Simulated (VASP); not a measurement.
# ZrSe (space group P-6m2): computed properties

The numbers are results of PBEsol GGA, VASP's PBE PAW potentials (set 64) (plane waves; VASP), not measurements.

- space group: P-6m2 (187)
- cell: a = b = 3.5303 Å, c = 3.6020 Å, α = β = 90.00°, γ = 120.00°
- volume per atom: 19.44 Å³/atom
- band gap (over mesh and band path): none (metal, semimetal or under 0.01 eV)
- band gap with spin-orbit coupling: none (metallic)
- density: 7.27 g/cm³

ZrSe is taken in the hexagonal space group P-6m2 (No. 187), Pearson symbol hP2. Lattice parameters: a = b = 3.530 Å, c = 3.602 Å, α = β = 90.00°, γ = 120.00°. Zr on 1a is coordinated by 6 Se at 2.720 Å (trigonal prismatic). Se on 1d has 6 Zr at 2.720 Å (trigonal prismatic). (Neighbours: up to the widest gap in distance over summed covalent radii, below 1.35, at either atom; cation-cation and far metal-metal contacts left out.)

The structure comes from a computed database's ZrSe entry (P-6m2); how it stands against other phases isn't given here. It was relaxed first. Symmetry was kept, so distortions that lower it aren't found.
